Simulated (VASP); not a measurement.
# A VASP study of B2SbN (optB86b-vdW): structure first, properties next

Aim: relax B2SbN, then compute properties on the relaxed cell. The steps: rough relaxation of the start cell, relaxing cell and atoms (optB86b-vdW), single point with fields (optB86b-vdW), band structure (optB86b-vdW), density of states (optB86b-vdW), volume scan with optB86b-vdW, fit for optB86b-vdW, bands along the symmetry lines (optB86b-vdW + SOC) and field gradients at the nuclei (optB86b-vdW). The cell is invented: it takes the structure of COD entry 9008833, BAs (space group 216 there), with some of its atoms replaced by other elements, volume scaled by an estimate. It may not be a known or stable phase. Left out of this account: 1 further run (relaxation: it shows nothing beyond the runs told).

Program: VASP 6.6.1. Level of theory: optB86b-vdW; plane waves and PAW (Sb, N, B), in the first sound run; inputs show where later runs differ. Results are calculated unless marked as measured.

### 1. The starting structure

Before any relaxation, the start is as follows. Symmetry: P-4m2, No. 115, tetragonal system. The conventional cell has a = 3.277 Å, b = 3.277 Å, c = 4.635 Å, α = 90.00°, β = 90.00°, γ = 90.00°. Sb has 4 B at 2.01 Å nearest. Nearest to N lie 4 B at 2.01 Å. B has 2 Sb at 2.01 Å and 2 N at 2.01 Å nearest. It derives from BAs. it takes the structure of COD entry 9008833, BAs (space group 216 there), with some of its atoms replaced by other elements, volume scaled by an estimate. Farther neighbours and most contacts between anions are not listed.

As a file:

```xyz
4
Lattice="3.2773 0.0000 0.0000 0.0000 3.2773 0.0000 0.0000 0.0000 4.6348" Properties=species:S:1:pos:R:3 pbc="T T T"
Sb    1.6386    1.6386    0.0000
N     0.0000    0.0000    2.3174
B     0.0000    1.6386    1.1587
B     1.6386    0.0000    3.4761
```

### 2. Rough relaxation of the start cell

The start is only an estimate, so a cheap relaxation brings it near a minimum before any careful run. optB86b-vdW pairs nonlocal correlation with a less repulsive exchange of B86b form. LUSE_VDW switches on a nonlocal correlation term for dispersion.

INCAR

```
SYSTEM = B2SbN
PREC = Normal
ENCUT = 520
EDIFF = 1E-05
NELM = 60
ISMEAR = 0
SIGMA = 0.05
LREAL = .FALSE.
ALGO = Fast
GGA = MK
AGGAC = 0
LUSE_VDW = .TRUE.
PARAM1 = 0.1234
PARAM2 = 1
LASPH = .TRUE.
NBANDS = 14
LORBIT = 11
LWAVE = .FALSE.
LCHARG = .FALSE.
KPAR = 2
IBRION = 2
NSW = 40
ISIF = 3
EDIFFG = -0.04
```

POSCAR

```
B2SbN
1.0
    3.2772830000      0.0000000000      0.0000000000
    0.0000000000      3.2772830000      0.0000000000
    0.0000000000      0.0000000000      4.6347790000
Sb N B
1 1 2
Direct
    0.5000000000      0.5000000000      0.0000000000
    0.0000000000      0.0000000000      0.5000000000
    0.0000000000      0.5000000000      0.2500000000
    0.5000000000      0.0000000000      0.7500000000
```

KPOINTS

```
Automatic mesh
0
Gamma
5 5 4
0 0 0
```

Potentials, in the order of the species: Sb, N and B (PBE family, release 64).

On the command line:

```
mpirun -np 2 vasp_std
```

What it wrote:

```text
[banner, memory and clock lines left out]
running    2 mpi-ranks, on    1 nodes
 distrk:  each k-point on    1 cores,    2 groups
 distr:  one band on    1 cores,    1 groups

 POSCAR found type information on POSCAR SbN B
 POSCAR found :  3 types and       4 ions
|                                                                             |
|               ----> ADVICE to this user running VASP <----                  |
|                                                                             |
|     You have switched on vdW-DFT.                                           |
|     This routine was written and supplied by Jiri Klimes. We recommend      |
|     that you carefully read and cite the following publications:            |
|       J. Klimes, D.R. Bowler, A. Michelides                                 |
|          J. Phys.: Cond Matt. 22 022201 (2010)                              |
|       J. Klimes, D.R. Bowler, A. Michelides                                 |
|          Phys. Rev. B. 83, 195131 (2011)                                    |
|     and references therein.                                                 |
|                                                                             |

|                                                                             |
|               ----> ADVICE to this user running VASP <----                  |
|                                                                             |
|     You enforced a specific xc type in the INCAR file but a different       |
|     [... a line on the potential file left out ...]
|     I HOPE YOU KNOW WHAT YOU ARE DOING!                                     |
|                                                                             |

 LDA part: xc-table for (Slater+PW92), standard interpolation
 POSCAR, INCAR and KPOINTS ok, starting setup
 FFT: planning ... GRIDC
 FFT: planning ... GRID_SOFT
 FFT: planning ... GRID
 WAVECAR not read
 entering main loop
       N       E                     dE             d eps       ncg     rms          rms(c)
DAV:   1     0.719512027276E+02    0.71951E+02   -0.68664E+03   504   0.101E+03
DAV:   2    -0.124152231321E+02   -0.84366E+02   -0.77435E+02   722   0.184E+02
DAV:   3    -0.172482947766E+02   -0.48331E+01   -0.47763E+01   618   0.499E+01
DAV:   4    -0.172968116493E+02   -0.48517E-01   -0.48490E-01   594   0.572E+00
DAV:   5    -0.172974670587E+02   -0.65541E-03   -0.65527E-03   666   0.646E-01    0.854E+00
RMM:   6    -0.165143888823E+02    0.78308E+00   -0.96304E-01   504   0.553E+00    0.510E+00
RMM:   7    -0.163423183213E+02    0.17207E+00   -0.49000E-01   504   0.413E+00    0.242E+00
RMM:   8    -0.163152799007E+02    0.27038E-01   -0.19655E-01   504   0.270E+00    0.666E-01
RMM:   9    -0.163142907781E+02    0.98912E-03   -0.22840E-02   504   0.126E+00    0.184E-01
RMM:  10    -0.163140485405E+02    0.24224E-03   -0.38079E-03   505   0.432E-01    0.457E-02
RMM:  11    -0.163141498944E+02   -0.10135E-03   -0.80895E-04   513   0.188E-01    0.344E-02
RMM:  12    -0.163141593138E+02   -0.94194E-05   -0.16485E-04   498   0.858E-02    0.168E-02
RMM:  13    -0.163141578610E+02    0.14528E-05   -0.28443E-05   400   0.375E-02
   1 F= -.16314158E+02 E0= -.16314158E+02  d E =-.163142E+02
 curvature:   0.00 expect dE= 0.000E+00 dE for cont linesearch  0.000E+00
 trial: gam= 0.00000 g(F)=  0.489E+01 g(S)=  0.840E+00 ort = 0.000E+00 (trialstep = 0.100E+01)
 search vector abs. value=  0.573E+01
 bond charge predicted
       N       E                     dE             d eps       ncg     rms          rms(c)
DAV:   1    -0.179875022273E+02   -0.16733E+01   -0.13173E+02   504   0.895E+01    0.695E+00
RMM:   2    -0.176892284800E+02    0.29827E+00   -0.47733E+00   504   0.173E+01    0.296E+00
RMM:   3    -0.176406557732E+02    0.48573E-01   -0.48898E-01   512   0.539E+00    0.192E+00
RMM:   4    -0.175917010600E+02    0.48955E-01   -0.11963E-01   505   0.253E+00    0.354E-01
RMM:   5    -0.175896423525E+02    0.20587E-02   -0.16633E-02   508   0.985E-01    0.188E-01
RMM:   6    -0.175899099057E+02   -0.26755E-03   -0.42415E-03   520   0.412E-01    0.111E-01
RMM:   7    -0.175899726582E+02   -0.62753E-04   -0.67866E-04   532   0.174E-01    0.385E-02
RMM:   8    -0.175899760456E+02   -0.33874E-05   -0.15403E-04   507   0.886E-02    0.719E-03
RMM:   9    -0.175899771395E+02   -0.10939E-05   -0.36416E-05   412   0.418E-02
   2 F= -.17589977E+02 E0= -.17589278E+02  d E =-.127582E+01
[... from here on, the cycles between the ionic steps are left out ...]
   3 F= -.17986475E+02 E0= -.17986193E+02  d E =-.167232E+01
   4 F= -.18596748E+02 E0= -.18595967E+02  d E =-.610273E+00
   5 F= -.18614969E+02 E0= -.18614038E+02  d E =-.628494E+00
   6 F= -.18678936E+02 E0= -.18678398E+02  d E =-.639670E-01
   7 F= -.18686169E+02 E0= -.18685535E+02  d E =-.711993E-01
   8 F= -.18686170E+02 E0= -.18685542E+02  d E =-.712007E-01
   9 F= -.18686234E+02 E0= -.18685671E+02  d E =-.640186E-04
 trial-energy change:   -0.000064  1 .order   -0.000070   -0.001851    0.001711
 step:   0.5425(harm=  0.5425)  dis= 0.00162  next Energy=   -18.686651 (dE=-0.481E-03)
 bond charge predicted
       N       E                     dE             d eps       ncg     rms          rms(c)
DAV:   1    -0.186870427368E+02   -0.80851E-03   -0.11419E-02   534   0.895E-01    0.148E-01
RMM:   2    -0.186866699276E+02    0.37281E-03   -0.78607E-04   504   0.204E-01    0.477E-02
RMM:   3    -0.186866477893E+02    0.22138E-04   -0.87840E-05   497   0.823E-02    0.232E-02
RMM:   4    -0.186866372339E+02    0.10555E-04   -0.25182E-05   408   0.342E-02    0.525E-03
RMM:   5    -0.186866376345E+02   -0.40053E-06   -0.62931E-06   298   0.163E-02
  10 F= -.18686638E+02 E0= -.18686046E+02  d E =-.467469E-03
 curvature:  -0.27 expect dE=-0.467E-05 dE for cont linesearch -0.618E-07
 trial: gam=-0.00175 g(F)=  0.556E-05 g(S)=  0.116E-04 ort = 0.201E-04 (trialstep = 0.944E+00)
 search vector abs. value=  0.171E-04
 reached required accuracy - stopping structural energy minimisation
```

Run time: 82 s. Hardware: 2 MPI ranks of Intel Xeon Platinum 8375C at 2.90GHz (Ice Lake), shared host; peak memory 0.48 GiB; 2.7 min of CPU time.

The logs omit lines about the potential files and the build; timing stands in the text.

OUTCAR, selected parts (step 2):

```text
ion  position               nearest neighbor table
   1  0.500  0.500  0.000-   3 2.01   4 2.01   4 2.01   3 2.01
   2  0.000  0.000  0.500-
   3  0.000  0.500  0.250-   1 2.01   1 2.01
   4  0.500  0.000  0.750-   1 2.01   1 2.01

  LATTYP: Found a simple tetragonal cell.
 ALAT       =     3.2772830000
 C/A-ratio  =     1.4142138473

 Subroutine GETGRP returns: Found  8 space group operations
 (whereof  8 operations were pure point group operations)

The static configuration has the point symmetry D_2d.

 Found     18 irreducible k-points:

   k-points           NKPTS =     18   k-points in BZ     NKDIM =     18   number of bands    NBANDS=     14

   dimension x,y,z NGX =    18 NGY =   18 NGZ =   28
   dimension x,y,z NGXF=    36 NGYF=   36 NGZF=   56

   ENCUT  =  520.0 eV  38.22 Ry    6.18 a.u.   6.09  6.09  8.62*2*pi/ulx,y,z

   NELECT =      16.0000    total number of electrons

 k-points in reciprocal lattice and weights: Automatic mesh
   0.00000000  0.00000000  0.00000000       0.010
   0.20000000  0.00000000  0.00000000       0.040
   0.40000000  0.00000000  0.00000000       0.040
   0.20000000  0.20000000  0.00000000       0.040
   0.40000000  0.20000000  0.00000000       0.080
   0.40000000  0.40000000  0.00000000       0.040
   0.00000000  0.00000000  0.25000000       0.020
   0.20000000  0.00000000  0.25000000       0.080
   0.40000000  0.00000000  0.25000000       0.080
[...]
0.40000000  0.20000000  0.50000000       0.080
   0.40000000  0.40000000  0.50000000       0.040

 average (electrostatic) potential at core
       1 -83.9030       2 -62.0000       3 -25.8251       4 -25.8251

 E-fermi :   9.1962

 k-point     1 :       0.0000    0.0000    0.0000
  band No.  band energies     occupation
    ...
      3      -0.4401      2.00000
      4       2.5445      2.00000
      5       2.5445      2.00000
      6       7.5931      2.00000
      7       8.0993      2.00000
      8       9.5233      0.00000
      9       9.5233      0.00000
     10      10.5544      0.00000
     11      12.7547      0.00000
     12      12.7547      0.00000
    ...

 k-point     2 :       0.2000    0.0000    0.0000
  band No.  band energies     occupation
    ...
      4       1.3757      2.00000
      5       2.7888      2.00000
      6       6.4089      2.00000
      7       6.6464      2.00000
      8       9.1775      1.40182
      9       9.3386      0.00006
     10      11.9688      0.00000
     11      12.1293      0.00000
     12      13.2750      0.00000
     13      14.3155      0.00000
    ...

 k-point     3 :       0.4000    0.0000    0.0000
  band No.  band energies     occupation
    ...
      4       1.5198      2.00000
      5       3.2454      2.00000
      6       3.2494      2.00000
      7       4.1194      2.00000
      8       8.8852      2.00000
      9      10.4233      0.00000
     10      12.2495      0.00000
     11      12.7428      0.00000
     12      14.7504      0.00000
     13      15.2510      0.00000
    ...

Total vdW correction in eV:      2.1480265

  Total       -0.0182100     -0.0182100      0.0173935      0.0000000      0.0000000      0.0000000
  in kB       -0.6339891     -0.6339891      0.6055620      0.0000000      0.0000000      0.0000000
  external PRESSURE =      -0.2208054 kB  Pullay stress =       0.0000000 kB

  energy-cutoff  :      520.00
  volume of cell :       46.02
      direct lattice vectors                 reciprocal lattice vectors
     3.151152745  0.000000000  0.000000000     0.317344185 -0.000000000 -0.000000000
     0.000000000  3.151152745 -0.000000000     0.000000000  0.317344185 -0.000000000
     0.000000000  0.000000000  4.634477909     0.000000000  0.000000000  0.215774035

 POSITION                                       TOTAL-FORCE (eV/Angst)
 -----------------------------------------------------------------------------------
      1.57558      1.57558      0.00000        -0.000000     -0.000000      0.000000
      0.00000      0.00000      2.31724        -0.000000      0.000000      0.000000
      0.00000      1.57558      1.52072         0.000000      0.000000      0.007594
      1.57558      0.00000      3.11376        -0.000000     -0.000000     -0.007594
 -----------------------------------------------------------------------------------
    total drift:                               -0.000000      0.000000      0.000000

  FREE ENERGIE OF THE ION-ELECTRON SYSTEM (eV)
  ---------------------------------------------------
  free  energy   TOTEN  =       -18.6866376345 eV

  energy  without entropy=      -18.6854540324  energy(sigma->0) =      -18.68604583

Total vdW correction in eV:      2.1480360

 reached required accuracy - stopping structural energy minimisation

 total charge
# of ion       s       p       d       tot
------------------------------------------
    1        1.098   1.550   0.089   2.738
    2        1.216   2.405   0.000   3.621
    3        0.613   1.095   0.000   1.708
    4        0.613   1.095   0.000   1.708
--------------------------------------------------
tot          3.539   6.146   0.089   9.774

[... 3 further parts left out ...]
```

CONTCAR:

```
B2SbN
   1.00000000000000
     3.1511527447938281    0.0000000000000000    0.0000000000000000
     0.0000000000000000    3.1511527447938281   -0.0000000000000000
     0.0000000000000000    0.0000000000000000    4.6344779093731958
  Sb              N               B
     1     1     2
Direct
     0.5000000000000000    0.5000000000000000    0.0000000000000000
     0.0000000000000000    0.0000000000000000    0.5000000000000000
     0.0000000000000000    0.5000000000000000    0.3281318636837213
     0.5000000000000000    0.0000000000000000    0.6718681363162787
```

The k-mesh is coarse for a metal. This relaxation is a rough one on cheap settings, only to bring the start near its minimum. The PAW data sets were made with PBE, which is usual practice but a small mismatch for other functionals. The run keeps the 8 symmetry operations of its start, so it cannot find a distortion of lower symmetry.

Step by step:

| step | energy less that of the first step (eV) | largest force (eV/Å) | pressure (GPa) | volume (Å³) |
| --- | --- | --- | --- | --- |
| 1 | 0.0000 | 7.1181 | 13.89 | 49.78 |
| 2 | -1.2758 | 0.9382 | -21.58 | 57.91 |
| 3 | -1.6723 | 1.1424 | -14.71 | 54.86 |
| 4 | -2.2826 | 0.1017 | -3.15 | 47.54 |
| 5 | -2.3008 | 0.0335 | 0.04 | 46.31 |
| 6 | -2.3648 | 0.0431 | 0.45 | 46.00 |
| 7 | -2.3720 | 0.0640 | 0.69 | 45.83 |
| 8 | -2.3720 | 0.0620 | 0.68 | 45.84 |
| 9 | -2.3721 | 0.0431 | -0.68 | 46.18 |
| 10 | -2.3725 | 0.0076 | -0.02 | 46.02 |

| conventional cell, symmetrised | before | after | change |
| --- | --- | --- | --- |
| a (Å) | 3.277 | 3.151 | -3.8 % |
| b (Å) | 3.277 | 3.151 | -3.8 % |
| c (Å) | 4.635 | 4.634 | -0.0 % |
| volume (Å³/atom) | 12.45 | 11.50 | -7.6 % |

The atoms that moved most (Å, as changes of fractional coordinates times the final cell):

| atom | dx | dy | dz | length |
| --- | --- | --- | --- | --- |
| B4 | 0.000 | 0.000 | -0.362 | 0.362 |
| B3 | 0.000 | 0.000 | 0.362 | 0.362 |

The relaxed structure:

```xyz
4
Lattice="3.1512 0.0000 0.0000 0.0000 3.1512 0.0000 0.0000 0.0000 4.6345" Properties=species:S:1:pos:R:3 pbc="T T T"
Sb    1.5756    1.5756    0.0000
N     0.0000    0.0000    2.3172
B     0.0000    1.5756    1.5207
B     1.5756    0.0000    3.1138
```

This step gave:

```
electrons                       : 16
bands                           : 14
irreducible k-points            : 18
symmetry operations             : 8
free energy (TOTEN)             : -18.69 eV
energy at zero smearing         : -18.69 eV
Fermi energy                    : 9.196 eV
pressure                        : -0.02208 GPa
metallic                        : yes
SCF cycles over all ionic steps : 68
```

It ends with a largest force of 0.008 eV/Å and a pressure of -0.02 GPa.

[end of part 1 of 6]

[Lines on the potential files, build, host, timing and source positions are cut from VASP's logs without a mark.]

[Logs are printed without paths, hosts, clocks, repeated set-up lines and the standing remarks that a program may print on its own settings, such as how far it seeks lower states.]

[Hosts, paths, dates, database ids (printed as entryN), source tags and the programs' standing remarks are cut or masked in the printed files.]

[A measured line is paired with the nearest computed mode of its activity, which favours agreement.]
